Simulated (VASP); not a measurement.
VASP runs on MgB$_{2}$ (AlB2 type) share one base input (PBE GGA, plane waves, VASP's PBE PAW potentials (set 64)) and change the settings named in each case.

File POSCAR:
```
MgB2
1.0
  1.5759000000  -2.7295380000   0.0000000000
  1.5759000000   2.7295380000   0.0000000000
  0.0000000000   0.0000000000   3.5904000000
Mg B
1 2
direct
  0.0000000000   0.0000000000   0.0000000000
  0.3333330000   0.6666670000   0.5000000000
  0.6666670000   0.3333330000   0.5000000000
```

**INCAR**
```
SYSTEM = MgB2
PREC = Accurate
ENCUT = 520
EDIFF = 1E-6
NELM = 100
ALGO = Normal
LREAL = .FALSE.
LASPH = .TRUE.
ISMEAR = 1
SIGMA = 0.1
GGA = PE
LWAVE = .FALSE.
LCHARG = .FALSE.
ISIF = 2
```

**KPOINTS**
```
Automatic mesh
0
Gamma
10 10 8
0 0 0
```

POTCAR, in this order: Mg B (PBE.64 set). Program: vasp_std.

| change | E(σ→0) (eV/atom) | pressure (GPa) | −TS (eV) | irreducible k-points |
|---|---|---|---|---|
| base run | -5.0857 | -9.45 | 0.0002 | 70 |
| KPOINTS 4×4×3 Monkhorst-Pack mesh | -5.0458 | -9.02 | -0.0060 | 12 |
| KPOINTS 5×5×4 Monkhorst-Pack mesh | -5.0917 | -9.81 | -0.0030 | 10 |
| KPOINTS 8×8×6 Monkhorst-Pack mesh | -5.0849 | -9.63 | -0.0008 | 60 |
| KPOINTS 11×11×9 Monkhorst-Pack mesh | -5.0844 | -9.67 | -0.0008 | 80 |

Left out are runs that ran out of time, are held back, or changed the cell or the kind of run, fixed moments of cells without a moment, rows past the twelfth, gaps on odd meshes, pressures of charged cells and columns that move by less than the noise.

The compound is MgB2 in the AlB2 type structure. The cell was not relaxed at this level.
